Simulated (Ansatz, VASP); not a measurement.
## Mo (linear Mo chain) in two plane-wave programs

Aim: how closely do two programs agree when they are given the same cell, functional and k mesh? The structure shown is the end of the Ansatz relaxation below.

Method: plane waves, with VASP 6.6.1 beside it; single point at revPBE, in Ansatz 0.2.0.

### Step 1. The structure

The cell holds 1 atom: 1 Mo. Its edges and angles: a = 7.500 Å, b = 7.500 Å, c = 2.212 Å, α = 90.0°, β = 90.0°, γ = 90.0°. Vacuum lies along a and b. The structure's axis is c.

### Step 2. Ansatz: relaxation, revPBE

Ansatz runs on its default PAW (the set named soft_2) files.

This run makes the geometry at which the two programs are then compared.

File input.yaml:

```yaml
crystal:
  lattice:
    - [7.5, 0.0, 0.0]
    - [0.0, 7.5, 0.0]
    - [0.0, 0.0, 2.8644]
  atoms:
    - { symbol: Mo, position: [0.5, 0.5, 0.0], spin: 3.0 }
magnetization:
  spin_polarized: true
kpoints:
  mp_grid: { grid: [1, 1, 28] }
scf:
  occupations: { method: fermi_dirac, width: 0.05 }
hamiltonian:
  xc: revpbe
relax:
  cell: { fix: [a, b, alpha, beta, gamma] }
  max_steps: 60
```

Started as:

```
$ ansatz run input.yaml --threads 4 --pin off --max-ram 8192MiB --backend cpu --events-out ev --progress --plain --runs-dir out
```

Numbers of over 12 decimals in the logs are rounded to 6 here.

What it wrote:

```text
Engine: ansatz 0.2.0, aarch64-unknown-linux-gnu
Pseudopotentials: kind: paw
Pseudopotential: Mo, paw, valence charge 14, recommended cutoff 420 eV (normal), Mo.paw.azcp
Functional definition: revPBE
  parameter kappa = 1.245
  parameter beta = 0.066725
  exchange = pbe_x(kappa = kappa, mu = beta*pi^2/3)
  correlation = pbe_c(beta = beta)
Crystal: 1 atoms, lattice volume = 161.123 Å³
Basis set: ecut = 420 eV, 3145 PW (Γ), exchange–correlation on 108×108×40 points (8 copies of the dense FFT grid, shifted against one another)
Bands: 13, of which v1, the nominal top of the filled ones, is band 7 counted from 1 (6 counted from 0)
Symmetry: 16 space group operations
Space group: P4/mmm (ITA 123), of the structure as read, at distance tolerance 5.4e-5 Å
Magnetic group: BNS 123.339 (UNI 999), of the structure as read, at distance tolerance 5.4e-5 Å
k-points: 15 of 28
Non-local potential: Mo, projectors of the file, l = 0: 3, l = 1: 2, l = 2: 2, l = 3: 1
PAW form: soft (Blöchl's): semilocal exchange-correlation on the pseudo side does not see the compensation charge
PAW frozen core: Mo, regenerated for the run's functional, and the local potential with it (the file was generated under x = pbe(κ = 0.804, μ = 0.219515), c = pbe(β = 0.066725))
PAW one-centre angular grid: Mo, 590 points (default); XC on 64 Gauss nodes
Initial density: superposition of atomic densities (neutral atoms: chi_scale 0, normalization atom)
Starting moments: Σ|m| = 3 μB on 1 of 1 site
Initial wavefunctions: pseudopotential atomic-orbital guess
Functional: x = revpbe(κ = 1.245, μ = 0.219515), c = pbe(β = 0.066725)
iter 1 solved again at ethr=2.43e-3 eV; its pass at ethr=3.10e-3 eV (dr2=3.40e-1 eV) is discarded
SCF iter   1: F=—  HF=-4955.664450 eV  |F-HF|=—  |Δ(HF+E_count)|=         —  Δρ=1.30e-2 (↑1.07e-2 ↓1.30e-2)  dr2=3.44e-1  dr2_m=1.50e-1  M=3.457 μB ∫|m|=3.457 μB  β_m=0.30  ethr=2.43e-3  ⟨swp⟩=1.0  Hψ=2623  notcnv=0
Mixer restart at iter 1: flushing history
preconditioner: auto → LDOS  [metal: Δε(μ)=0.028 eV  Ē_g=4.027 eV  σ=0.050 eV  W_gap=0.14  n_scr=12 (ndim 8)  ℏωp=7.2 eV  f_vac=0.605  D(μ)=3.87/eV (n_scr^D=20)]
spin=Collinear: LDOS preconditioning applied to the charge; magnetization (m = ρ↑ − ρ↓) channel mixes plain (no charge-response kernel on spin).
SCF iter   2: F=—  HF=-4955.671178 eV  |F-HF|=—  |Δ(HF+E_count)|=   6.73e-3  Δρ=9.96e-3 (↑8.40e-3 ↓9.96e-3)  dr2=2.03e-1  dr2_m=9.19e-2  M=3.572 μB ∫|m|=3.572 μB  β_m=0.65  ethr=2.43e-3  ⟨swp⟩=2.0  Hψ=535  notcnv=0
SCF iter   3: F=—  HF=-4955.820259 eV  |F-HF|=—  |Δ(HF+E_count)|=         —  Δρ=4.21e-3 (↑4.10e-3 ↓4.21e-3)  dr2=1.20e-2  dr2_m=1.69e-2  M=3.971 μB ∫|m|=3.971 μB  β_m=0.65  ethr=1.45e-3  ⟨swp⟩=2.7  Hψ=818  notcnv=0
Mixer restart at iter 3: flushing history
SCF iter   4: F=—  HF=-4955.845343 eV  |F-HF|=—  |Δ(HF+E_count)|=   2.51e-2  Δρ=2.47e-3 (↑2.45e-3 ↓2.47e-3)  dr2=3.94e-3  dr2_m=6.61e-3  M=4.045 μB ∫|m|=4.045 μB  β_m=0.82  ethr=8.58e-5  ⟨swp⟩=3.0  Hψ=804  notcnv=0  defer=3
SCF iter   5: F=—  HF=-4955.856423 eV  |F-HF|=—  |Δ(HF+E_count)|=   1.11e-2  Δρ=8.70e-4 (↑8.33e-4 ↓8.70e-4)  dr2=3.11e-4  dr2_m=9.17e-4  M=4.205 μB ∫|m|=4.205 μB  β_m=0.91  ethr=2.82e-5  ⟨swp⟩=2.1  Hψ=763  notcnv=0  defer=3
SCF iter   6: F=—  HF=-4955.858688 eV  |F-HF|=—  |Δ(HF+E_count)|=   2.26e-3  Δρ=6.00e-4 (↑6.00e-4 ↓5.75e-4)  dr2=1.80e-4  dr2_m=4.50e-4  M=4.308 μB ∫|m|=4.308 μB  β_m=0.96  ethr=2.22e-6  ⟨swp⟩=2.0  Hψ=763  notcnv=0  defer=3
SCF iter   7: F=—  HF=-4955.859745 eV  |F-HF|=—  |Δ(HF+E_count)|=   1.06e-3  Δρ=3.43e-4 (↑3.43e-4 ↓2.15e-4)  dr2=8.08e-5  dr2_m=7.64e-5  M=4.403 μB ∫|m|=4.403 μB  β_m=0.98  ethr=1.28e-6  ⟨swp⟩=2.0  Hψ=769  notcnv=0  defer=3
SCF iter   8: F=—  HF=-4955.860018 eV  |F-HF|=—  |Δ(HF+E_count)|=   2.73e-4  Δρ=1.85e-4 (↑1.85e-4 ↓1.46e-4)  dr2=1.18e-5  dr2_m=3.73e-5  M=4.428 μB ∫|m|=4.428 μB  β_m=0.99  ethr=5.77e-7  ⟨swp⟩=2.3  Hψ=758  notcnv=0  defer=3
SCF iter   9: F=—  HF=-4955.860185 eV  |F-HF|=—  |Δ(HF+E_count)|=   1.67e-4  Δρ=2.04e-4 (↑2.04e-4 ↓1.49e-4)  dr2=5.76e-6  dr2_m=4.47e-5  M=4.478 μB ∫|m|=4.478 μB  β_m=0.99  ethr=8.46e-8  ⟨swp⟩=3.5  Hψ=903  notcnv=0  defer=3
SCF iter  10: F=-4955.860344 eV  HF=-4955.860344 eV  |F-HF|=1.18e-7  |Δ(HF+E_count)|=   1.60e-4  Δρ=1.59e-4 (↑1.59e-4 ↓1.21e-4)  dr2=3.70e-6  dr2_m=2.87e-5  M=4.536 μB ∫|m|=4.536 μB  β_m=0.40  ethr=4.12e-8  ⟨swp⟩=3.0  Hψ=909  notcnv=0  defer=3
SCF iter  11: F=-4955.860414 eV  HF=-4955.860421 eV  |F-HF|=6.78e-6  |Δ(HF+E_count)|=   7.63e-5  Δρ=9.79e-5 (↑8.82e-5 ↓9.79e-5)  dr2=2.84e-6  dr2_m=1.22e-5  M=4.582 μB ∫|m|=4.582 μB  β_m=0.64  ethr=2.64e-8  ⟨swp⟩=3.1  Hψ=934  notcnv=0  defer=2
SCF iter  12: F=-4955.860413 eV  HF=-4955.860412 eV  |F-HF|=1.20e-6  |Δ(HF+E_count)|=   8.30e-6  Δρ=3.03e-5 (↑3.03e-5 ↓2.73e-5)  dr2=4.83e-7  dr2_m=1.12e-6  M=4.569 μB ∫|m|=4.569 μB  β_m=0.78  ethr=2.03e-8  ⟨swp⟩=2.8  Hψ=853  notcnv=0  defer=4
[...]
SCF 8 converged in 10 iterations: F = -4956.589556 eV  dr2 = 6.23e-12
relax step   8: F+E_penalty+E_count = -4956.58955638 eV  Δ(F+E_penalty+E_count) = -1.513e-2 eV  max|allowed force component| = 0.000e0 eV/Å  Δτ_max = 0.0000 Å  P = -0.244 GPa  Ω = 124.630 Å³  energy of the carried Pulay correction = +1.299e-3 eV  fix = [a, b, alpha, beta, gamma]  reactions: a -0.258, b -0.258 GPa  (10 SCF iters, dr2 threshold 1.00e-7 eV, accepted)
[...]
relax step   9: F+E_penalty+E_count = -4956.58969109 eV  Δ(F+E_penalty+E_count) = -1.347e-4 eV  max|allowed force component| = 0.000e0 eV/Å  Δτ_max = 0.0000 Å  P = -0.167 GPa  Ω = 124.430 Å³  energy of the carried Pulay correction = +1.307e-3 eV  fix = [a, b, alpha, beta, gamma]  reactions: a -0.259, b -0.259 GPa  (9 SCF iters, dr2 threshold 1.00e-7 eV, accepted)
[...]
relax step  10: F+E_penalty+E_count = -4956.58906391 eV  Δ(F+E_penalty+E_count) = +6.272e-4 eV  max|allowed force component| = 0.000e0 eV/Å  Δτ_max = 0.0000 Å  P = -0.171 GPa  Ω = 124.430 Å³  fix = [a, b, alpha, beta, gamma]  reactions: a -0.261, b -0.261 GPa  stress off target by 9.54e-3 GPa on what of the cell is left free  SCF on the basis re-selected at this cell (its energy is not comparable with the rows above)  (7 SCF iters)
basis re-selected at this cell: Δ(F+E_penalty+E_count) = +6.272e-4 eV, ΔP = -0.003 GPa vs the last step (what re-selecting the basis moved, of the pressure what is left beyond the Pulay correction that the steps carried, after the strain that the cell walked since its last selection, with what the two solves' SCF thresholds leave and, on support functions, any second-order correction that the steps lacked; it is no measure of the basis error at this ecutwfc). The dense FFT grid was sized anew with the basis: this SCF ran on 54×54×15 points, the steps before it on 54×54×20, so part of this shift can come from that change (see relax.cell in the input reference). [rest of the remark cut]
SCF converged after 7 iterations
Magnetization: 0.0000 μB (7.0000 up, 7.0000 down)
Absolute magnetization: 0.0000 μB (∫|ρ↑−ρ↓|, with the PAW one-centre terms)
Spin contamination: 0.0000 ħ² per cell (⟨S²⟩ above its minimum at these occupations)
Per-site moments (μB) at R_I (Å): [(6.998055095886033e-7, 0.912483)]
Free energy (F): -4956.589064 eV
Harris-Foulkes:  -4956.589064 eV  (|F-HF|=1.82e-12)
Internal energy: -4956.569650 eV  (E = F + TS)
E sigma→0 (E₀):  -4956.579357 eV
Entropy (-TS):   -0.019414 eV (-19.414 meV/atom)
Fermi energy:    -1.240820 eV
--- Per-component energies (eV) ---
  E_band       = -356.765163
  E_kinetic    = 441.948563
  E_local      = -3215.648403  (includes V_loc(G=0)·N_el)
  E_nonlocal   = 148.108274
  E_hartree    = 1319.429984
  E_xc         = -180.017607
  E_vxc        = -223.798767  (∫ρ·V_xc dr)
  E_paw        = -3208.139599  (= ΣΔE_a)
  E_vpaw       = -146.234843  (= ΣTr[D̂ρ^β])
  E_aug_tail   = 0.000046  (compensation charges beyond the density's cutoff)
  E_ewald      = -262.185320
  E_core_change = -0.065588  (= ΣΔE_core)
  E_smearing   = -0.019414  (= −TS)
  E_closure    = 0.000000  (closes the sum)
  Σ components = -4956.589064   (vs F -4956.589064, Δ=0.00e0)
--- Forces (eV/Å), atoms counted from 1 ---
  atom   1  Mo     0.00000000     0.00000000     0.00000000
  max |Σ_I F_I| component: 1.01e-28 eV/Å
--- Stress (GPa, compression-positive) ---
       -0.260610       0.000000       0.000000
        0.000000      -0.260610       0.000000
        0.000000       0.000000       0.009535
  P = ⅓ Tr σ = -0.1706 GPa (-1.706 kbar)
--- Relaxed structure (9 steps of the walk, 9 accepted, 1 SCFs on fresh bases) ---
  F+E_penalty+E_count = -4956.58906391 eV   max|allowed force component| = 0.000e0 eV/Å   (the final SCF, on the basis selected at the relaxed cell)
  cell:  # Å, volume = 124.4296 Å³
    - [7.5, 0.0, 0.0]
    - [0.0, 7.5, 0.0]
    - [0.0, 0.0, 2.212081]
  atoms:
    - { symbol: Mo, position: [0.5, 0.5, 0.0] }
```

Reading the cycles: dr2 is the Hartree energy of the density residual (eV), the measure of convergence; HF is the Harris–Foulkes estimate of the energy, which meets the free energy F at convergence.

### Step 3. VASP: single point, revPBE

The same cell, functional, mesh and smearing now go to VASP, with its own data sets.

Lines of VASP's logs that name or quote its potential files are left out, and so is its time.

File INCAR:

```
SYSTEM = Mo
PREC = Accurate
ENCUT = 500
EDIFF = 1E-06
NELM = 200
ISMEAR = -1
SIGMA = 0.05
LREAL = .FALSE.
ALGO = Normal
GGA = RE
NBANDS = 13
ISPIN = 2
MAGMOM = 0
LASPH = .TRUE.
LMAXMIX = 4
LORBIT = 11
LWAVE = .FALSE.
LCHARG = .FALSE.
ISIF = 2
GGA_COMPAT = .FALSE.
```

File POSCAR:

```
Mo
1.0
    7.5000000000      0.0000000000      0.0000000000
    0.0000000000      7.5000000000      0.0000000000
    0.0000000000      0.0000000000      2.2120810129
Mo
1
Direct
    0.5000000000      0.5000000000      0.0000000000
```

File KPOINTS:

```
Automatic mesh
0
Gamma
1 1 28
0 0 0
```

Potentials, in the order of the species: Mo_sv (PBE family, release 64).

Started as:

```
$ mpirun -np 1 vasp_std
```

What it wrote:

```text
[banner, memory and clock lines left out]
running    1 mpi-ranks, on    1 nodes
 distrk:  each k-point on    1 cores,    1 groups
 distr:  one band on    1 cores,    1 groups

 POSCAR found type information on POSCAR Mo
 POSCAR found :  1 types and       1 ions
|                                                                             |
|               ----> ADVICE to this user running VASP <----                  |
|                                                                             |
|     You enforced a specific xc type in the INCAR file but a different       |
|     [... a line on the potential file left out ...]
|     I HOPE YOU KNOW WHAT YOU ARE DOING!                                     |
|                                                                             |

 LDA part: xc-table for (Slater+PW92), standard interpolation
 POSCAR, INCAR and KPOINTS ok, starting setup
 FFT: planning ... GRIDC
 FFT: planning ... GRID_SOFT
 FFT: planning ... GRID
 WAVECAR not read
 entering main loop
       N       E                     dE             d eps       ncg     rms          rms(c)
DAV:   1     0.566334493124E+02    0.56633E+02   -0.82787E+03  1148   0.793E+02
DAV:   2    -0.385152098127E+01   -0.60485E+02   -0.56041E+02   953   0.185E+02
DAV:   3    -0.631061608675E+01   -0.24591E+01   -0.22275E+01  1016   0.280E+01
DAV:   4    -0.635590142300E+01   -0.45285E-01   -0.44872E-01   864   0.339E+00
DAV:   5    -0.635686575866E+01   -0.96434E-03   -0.96406E-03   890   0.434E-01    0.112E+01
DAV:   6    -0.612438497545E+01    0.23248E+00   -0.14126E-01   785   0.373E+00    0.619E+00
DAV:   7    -0.606861220406E+01    0.55773E-01   -0.19290E-01   800   0.393E+00    0.544E-01
DAV:   8    -0.606425458809E+01    0.43576E-02   -0.87193E-03   800   0.943E-01    0.175E-01
DAV:   9    -0.606417601425E+01    0.78574E-04   -0.49712E-04  1037   0.140E-01    0.475E-02
DAV:  10    -0.606427659028E+01   -0.10058E-03   -0.18562E-04   790   0.901E-02    0.368E-02
DAV:  11    -0.606437305458E+01   -0.96464E-04   -0.14200E-04   796   0.730E-02    0.150E-02
DAV:  12    -0.606440359142E+01   -0.30537E-04   -0.19032E-05   804   0.209E-02    0.112E-02
DAV:  13    -0.606439732474E+01    0.62667E-05   -0.35307E-05   780   0.291E-02    0.336E-03
DAV:  14    -0.606439010912E+01    0.72156E-05   -0.29411E-06   668   0.898E-03    0.176E-03
DAV:  15    -0.606438581627E+01    0.42929E-05   -0.36151E-06   673   0.712E-03    0.588E-04
DAV:  16    -0.606438579791E+01    0.18359E-07   -0.15485E-07   600   0.289E-03
   1 F= -.60643858E+01 E0= -.60546509E+01  d E =-.194699E-01  mag=     0.0000
```

OUTCAR, selected parts (step 3):

```text
ion  position               nearest neighbor table
   1  0.500  0.500  0.000-

  LATTYP: Found a simple tetragonal cell.
 ALAT       =     7.5000000000
 C/A-ratio  =     0.2949441351

 Subroutine GETGRP returns: Found 16 space group operations
 (whereof 16 operations were pure point group operations)

The static configuration has the point symmetry D_4h.

 Found     15 irreducible k-points:

   k-points           NKPTS =     15   k-points in BZ     NKDIM =     15   number of bands    NBANDS=     13

   dimension x,y,z NGX =    56 NGY =   56 NGZ =   16
   dimension x,y,z NGXF=   112 NGYF=  112 NGZF=   32

   ENCUT  =  500.0 eV  36.75 Ry    6.06 a.u.  13.67 13.67  4.03*2*pi/ulx,y,z

   NELECT =      14.0000    total number of electrons

 k-points in reciprocal lattice and weights: Automatic mesh
   0.00000000  0.00000000  0.00000000       0.036
   0.00000000  0.00000000  0.03571429       0.071
   0.00000000  0.00000000  0.07142857       0.071
   0.00000000  0.00000000  0.10714286       0.071
   0.00000000  0.00000000  0.14285714       0.071
   0.00000000  0.00000000  0.17857143       0.071
   0.00000000  0.00000000  0.21428571       0.071
   0.00000000  0.00000000  0.25000000       0.071
   0.00000000  0.00000000  0.28571429       0.071
[...]
0.00000000  0.00000000  0.46428571       0.071
   0.00000000  0.00000000  0.50000000       0.036

 average (electrostatic) potential at core
       1 -83.6046

 E-fermi :  -2.3123

 spin component 1
 k-point     1 :       0.0000    0.0000    0.0000
  band No.  band energies     occupation
    ...
      4     -34.7912      1.00000
      5      -6.6431      1.00000
      6      -3.7545      1.00000
      7      -3.2216      1.00000
      8      -3.1998      1.00000
      9       0.0343      0.00000
     10       0.0343      0.00000
     11       2.0510      0.00000
     12       2.8499      0.00000
     13       2.8499      0.00000

 k-point     2 :       0.0000    0.0000    0.0357
  band No.  band energies     occupation
    ...
      4     -34.8625      1.00000
      5      -6.5055      1.00000
      6      -3.7166      1.00000
      7      -3.1978      1.00000
      8      -3.1761      1.00000
      9      -0.0083      0.00000
     10      -0.0083      0.00000
     11       2.0898      0.00000
     12       2.7437      0.00000
     13       2.7437      0.00000

 k-point     3 :       0.0000    0.0000    0.0714
  band No.  band energies     occupation
    ...
      4     -35.0700      1.00000
      5      -6.1010      1.00000
      6      -3.6022      1.00000
      7      -3.1267      1.00000
      8      -3.1058      1.00000
      9      -0.1639      0.00000
     10      -0.1639      0.00000
     11       2.2061      0.00000
     12       2.5163      0.00000
     13       2.5163      0.00000

 k-point     4 :       0.0000    0.0000    0.1071
  band No.  band energies     occupation
    ...
      4     -35.3966      1.00000
      5      -5.4548      1.00000
      6      -3.4068      1.00000
      7      -3.0102      1.00000
      8      -2.9903      1.00000
      9      -0.4936      0.00000
     10      -0.4936      0.00000
     11       2.3439      0.00000
     12       2.3439      0.00000
     13       2.4001      0.00000

 k-point     5 :       0.0000    0.0000    0.1429
  band No.  band energies     occupation
    ...
      4     -35.8174      1.00000
      5      -4.6136      1.00000
      6      -3.1157      1.00000
      7      -2.8511      0.99998
      8      -2.8326      0.99997
      9      -1.0166      0.00000
     10      -1.0166      0.00000
     11       2.3398      0.00000
     12       2.3398      0.00000
     13       2.6722      0.00000

 k-point     6 :       0.0000    0.0000    0.1786
  band No.  band energies     occupation
    ...
      4     -36.3036      1.00000
      5      -3.6786      1.00000
      6      -2.6679      0.99919
      7      -2.6536      0.99892
      8      -2.6369      0.99849
      9      -1.6754      0.00000
     10      -1.6754      0.00000
     11       2.5115      0.00000
     12       2.5115      0.00000
     13       3.0232      0.00000

  Total       -0.2080536     -0.2080536      0.3173687      0.0000000      0.0000000      0.0000000
  in kB       -2.6789352     -2.6789352      4.0864963      0.0000000      0.0000000      0.0000000
  external PRESSURE =      -0.4237914 kB  Pullay stress =       0.0000000 kB

  energy-cutoff  :      500.00
  volume of cell :      124.43
      direct lattice vectors                 reciprocal lattice vectors
     7.500000000  0.000000000  0.000000000     0.133333333  0.000000000  0.000000000
     0.000000000  7.500000000  0.000000000     0.000000000  0.133333333  0.000000000
     0.000000000  0.000000000  2.212081013     0.000000000  0.000000000  0.452063010

 POSITION                                       TOTAL-FORCE (eV/Angst)
 -----------------------------------------------------------------------------------
      3.75000      3.75000      0.00000         0.000000      0.000000      0.000000
 -----------------------------------------------------------------------------------
    total drift:                                0.000000      0.000000      0.000000

  FREE ENERGIE OF THE ION-ELECTRON SYSTEM (eV)
  ---------------------------------------------------
  free  energy   TOTEN  =        -6.0643857979 eV

  energy  without entropy=       -6.0449159392  energy(sigma->0) =       -6.05465087

 total charge
# of ion       s       p       d       tot
------------------------------------------
    1        2.342   6.030   4.362  12.734

 magnetization (x)
# of ion       s       p       d       tot
------------------------------------------
    1        0.000  -0.000   0.000   0.000

[... 6 further parts left out ...]
```

### Step 4. Side by side

Known differences besides the potentials themselves: the cutoff is 420 eV in Ansatz and 500 eV in VASP; Ansatz makes its cores anew for this functional, VASP keeps those of its PBE data sets; Ansatz's pressure holds a Pulay correction, VASP's none. Total energies have different zeros and are not compared.

The two programs side by side:

```csv
quantity,Ansatz,VASP,difference
pressure (GPa),-0.17,-0.04,-0.13
```

### Step 5. What came out

```json
{
 "difference in pressure (single point, revPBE)": "-0.13 GPa"
}
```

In words: The difference in pressure is -0.13 GPa (single point, revPBE), within the 1 GPa picked in this series as the mark of a large difference. How closely two codes agree says nothing of how well the functional describes the real material.

[Lines on the potential files, build, host, timing and source positions are cut from VASP's logs without a mark.]

[Logs are printed without paths, hosts, clocks, repeated set-up lines and the standing remarks that a program may print on its own settings, such as how far it seeks lower states.]

[Hosts, paths, dates, database ids (printed as entryN), source tags and the programs' standing remarks are cut or masked in the printed files.]
